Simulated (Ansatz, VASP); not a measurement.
**Ni3Bi: VASP beside Ansatz**

Contents of INCAR:

```
SYSTEM = Ni3Bi
PREC     = Accurate       ! precision mode
ENCUT    = 520            ! plane-wave cutoff, eV
EDIFF    = 1E-6           ! SCF threshold, eV
ISMEAR   = -4             ! smearing method
SIGMA    = 0.1            ! smearing width, eV
LREAL    = .False.        ! projectors in reciprocal space
LASPH    = .True.         ! aspherical terms in the spheres
NELM     = 60             ! most SCF steps
ALGO     = Fast           ! electronic algorithm
ISIF     = 2              ! what is computed and relaxed
LWAVE    = .False.        ! write WAVECAR
LCHARG   = .True.         ! write CHGCAR
GGA      = PE             ! functional
LELF     = .True.         ! ELF
LVHAR    = .True.       
NBANDS   = 30             ! bands
```

File KPOINTS:

```
regular mesh
0
Gamma
  4 4 4
  0 0 0
```

The input POSCAR:

```
Ni3Bi
1.0
    3.8220070000      0.0000000000      0.0000000000
    0.0000000000      3.8220070000      0.0000000000
    0.0000000000      0.0000000000      3.8220070000
Ni Bi
3 1
Direct
    0.0000000000      0.5000000000      0.5000000000
    0.5000000000      0.0000000000      0.5000000000
    0.5000000000      0.5000000000      0.0000000000
    0.0000000000      0.0000000000      0.0000000000
```

Input for Ansatz:

```yaml
crystal:
  lattice:
    - [3.822007, 0.0, 0.0]
    - [0.0, 3.822007, 0.0]
    - [0.0, 0.0, 3.822007]
  atoms:
    - { symbol: Ni, position: [0.0, 0.5, 0.5] }
    - { symbol: Ni, position: [0.5, 0.0, 0.5] }
    - { symbol: Ni, position: [0.5, 0.5, 0.0] }
    - { symbol: Bi, position: [0.0, 0.0, 0.0] }
basis:
  ecutwfc: 420
kpoints:
  mp_grid: { grid: [4, 4, 4] }
hamiltonian:
  xc: pbe
scf:
  occupations: { method: tetrahedron_uncorrected }
output:
  forces: true
  stress: true
  eigenvalues: true
```

Alike in both runs: task single point; functional PBE; k mesh 4 × 4 × 4; no spin polarisation.

```csv
,VASP,Ansatz
version,VASP 6.6.1,Ansatz 0.2.0
potentials or method,"VASP PAW PBE potentials, release 64 (Ni, Bi_d)","scalar-relativistic, plane waves, PAW"
plane-wave cutoff (eV),520,420
occupations,tetrahedron,tetrahedron-uncorrected
valence electrons in the cell,45,69
```

|  | VASP | Ansatz | Ansatz less VASP |
| --- | --- | --- | --- |
| gap on the k mesh at the Fermi level (eV) | none | none | - |
| pressure (GPa) | 2.3 | 2.2 | -0.06 |

A gap of «none» marks a metal or a gap that the smearing closes. The two sets of potentials don't hold the same shells in valence. Ansatz warned: «band_table_not_solved_further».

Caveats: the k mesh is coarse (spacing up to 0.41 Å⁻¹), so the values aren't converged; spin-orbit coupling is left out, which moves the levels of the heavy elements. Spin polarisation is off, so any magnetic state and its effect on volume and gap are missing.
